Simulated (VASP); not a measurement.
Input:

```
Sn
1.0
    0.00000     3.24450     3.24450
    3.24450     0.00000     3.24450
    3.24450     3.24450     0.00000
Sn
2
Cartesian
  0.00000   0.00000   0.00000
  1.62225   1.62225   1.62225
```

Calculation: PBE GGA, VASP's PBE PAW potentials (set 64) (plane waves; VASP). Settings: 300 eV cut-off, 9×9×9 Γ-centred mesh, Fermi-Dirac smearing of 0.050 eV, potentials Sn_d.

At this cut-off the stress carries a Pulay error, which pulls relaxed volumes low. Unless said otherwise, spin-orbit coupling is left out, though it shifts the bands of the heavy elements here.

Question: Predict the energy per atom (σ→0), pressure, band gap (on the k-mesh) with the smallest direct gap where there is one.

Answer: 
band gap (on the k-mesh): none (metal, semimetal or under 0.01 eV)
energy per atom (σ→0): -3.819 eV/atom
pressure: 2.89 GPa

Total energies compare only between runs with the same potentials, cut-off and functional.

The structure is a typed Sn crystal (Fd-3m). The cell was not relaxed at this level.
